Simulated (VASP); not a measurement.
These are PBEsol GGA, VASP's PBE PAW potentials (set 64) (plane waves; VASP) values and carry that method's errors.

Input for VASP

**INCAR**
```
ALGO  =  Normal
EDIFF  =  1E-7
ENCUT  =  480
GGA  =  PS
ISIF  =  2
ISMEAR  =  0
LASPH  =  T
LCHARG  =  F
LMAXMIX  =  4
LREAL  =  F
LWAVE  =  F
NELM  =  100
PREC  =  Accurate
SIGMA  =  0.05
SYSTEM  =  SnSe2
```

### POSCAR
```
SnSe2
6.1314270
  0.3114730213  -0.5394871328   0.0000000000
  0.3114730213   0.5394871328   0.0000000000
  0.0000000000   0.0000000000   1.0000000273
Sn Se
1 2
direct
  0.0000000000   0.0000000000   0.0000000000
  0.3333330000   0.6666670000   0.2532711771
  0.6666670000   0.3333330000   0.7467288229
```

### KPOINTS
```
Automatic
0
Gamma
  6 6 4
```

POTCAR, in this order: Sn_d Se (PBE.64 set). Program: vasp_std.

Output

**OUTCAR**
```
 ion  position               nearest neighbor table
   1  0.000  0.000  0.000-   2 2.70   3 2.70   3 2.70   2 2.70   3 2.70   2 2.70
   2  0.333  0.667  0.253-   1 2.70   1 2.70   1 2.70
   3  0.667  0.333  0.747-   1 2.70   1 2.70   1 2.70
  LATTYP: Found a hexagonal cell.
 ALAT       =     3.8195483696
 C/A-ratio  =     1.6052754341
 Subroutine PRICEL returns:
 Original cell was already a primitive cell.
 Subroutine GETGRP returns: Found 12 space group operations
The static configuration has the point symmetry D_3d.
The dynamic configuration has the point symmetry D_3d.
 Subroutine INISYM returns: Found 12 space group operations
 Subroutine IBZKPT returns following result:
 Found     24 irreducible k-points:

 Following reciprocal coordinates:
            Coordinates               Weight
  0.000000  0.000000  0.000000      1.000000
  0.166667  0.000000  0.000000      6.000000
  0.333333  0.000000  0.000000      6.000000
  0.500000  0.000000  0.000000      3.000000
  0.166667  0.166667  0.000000      6.000000
  0.333333  0.166667  0.000000     12.000000
  0.333333  0.333333  0.000000      2.000000
...
```

OSZICAR:
```
       N       E                     dE             d eps       ncg     rms          rms(c)
DAV:   1     0.188038730759E+03    0.18804E+03   -0.11994E+04   824   0.166E+03
DAV:   2     0.802160975062E+01   -0.18002E+03   -0.17705E+03   874   0.374E+02
DAV:   3    -0.125523394528E+02   -0.20574E+02   -0.19618E+02  1043   0.117E+02
DAV:   4    -0.132227088459E+02   -0.67037E+00   -0.66980E+00  1011   0.219E+01
DAV:   5    -0.132369348997E+02   -0.14226E-01   -0.14225E-01  1204   0.332E+00    0.505E+00
DAV:   6    -0.129900988210E+02    0.24684E+00   -0.55823E-01  1213   0.894E+00    0.322E+00
DAV:   7    -0.129618572088E+02    0.28242E-01   -0.15245E-01  1060   0.308E+00    0.892E-01
DAV:   8    -0.129598509056E+02    0.20063E-02   -0.12102E-02  1019   0.119E+00    0.251E-01
DAV:   9    -0.129598977830E+02   -0.46877E-04   -0.11225E-03   942   0.271E-01    0.711E-02
DAV:  10    -0.129599007304E+02   -0.29474E-05   -0.10214E-04  1158   0.738E-02    0.264E-02
DAV:  11    -0.129599139116E+02   -0.13181E-04   -0.24342E-05   912   0.310E-02    0.578E-03
DAV:  12    -0.129599141919E+02   -0.28027E-06   -0.12447E-06  1083   0.103E-02    0.466E-03
DAV:  13    -0.129599144801E+02   -0.28823E-06   -0.85459E-07   904   0.564E-03    0.112E-03
DAV:  14    -0.129599145027E+02   -0.22607E-07   -0.44065E-08   728   0.149E-03
   1 F= -.12959915E+02 E0= -.12959915E+02  d E =-.164143E-17
```

OUTCAR:
```
------------------------ aborting loop because EDIFF is reached ----------------------------------------
  FORCE on cell =-STRESS in cart. coord.  units (eV):
  Direction    XX          YY          ZZ          XY          YZ          ZX
  --------------------------------------------------------------------------------------
  Total        0.4850322      0.4850322      0.9899369      0.0000000      0.0000000      0.0000000
  in kB       10.0314779     10.0314792     20.4739619      0.0000000      0.0000000      0.0000000
  external PRESSURE =      13.5123063 kB  Pullay stress =       0.0000000 kB
  volume of cell :       77.47
      direct lattice vectors                 reciprocal lattice vectors
     1.909774092 -3.307825972  0.000000000     0.261811071 -0.151156682  0.000000000
     1.909774092  3.307825972  0.000000000     0.261811071  0.151156682  0.000000000
     0.000000000  0.000000000  6.131427167     0.000000000  0.000000000  0.163094166
 POSITION                                       TOTAL-FORCE (eV/Angst)
 -----------------------------------------------------------------------------------
      0.00000      0.00000      0.00000         0.000000     -0.000000      0.000000
      1.90977      1.10261      1.55291         0.000000     -0.000000      0.326822
      1.90977     -1.10261      4.57851        -0.000000      0.000000     -0.326822
 -----------------------------------------------------------------------------------
    total drift:                                0.000000      0.000000      0.000000
  FREE ENERGIE OF THE ION-ELECTRON SYSTEM (eV)
  ---------------------------------------------------
  free  energy   TOTEN  =       -12.9599145027 eV

  energy  without entropy=      -12.9599145027  energy(sigma->0) =      -12.95991450
```
(Selected blocks of OUTCAR.)

Without a dispersion term in the relaxation, distances and binding between the weakly bound layers, chains or molecules are unreliable, and so is what depends on them.

The compound is SnSe2 in the 1T layered structure. This cell was strained or had an atom moved on purpose.
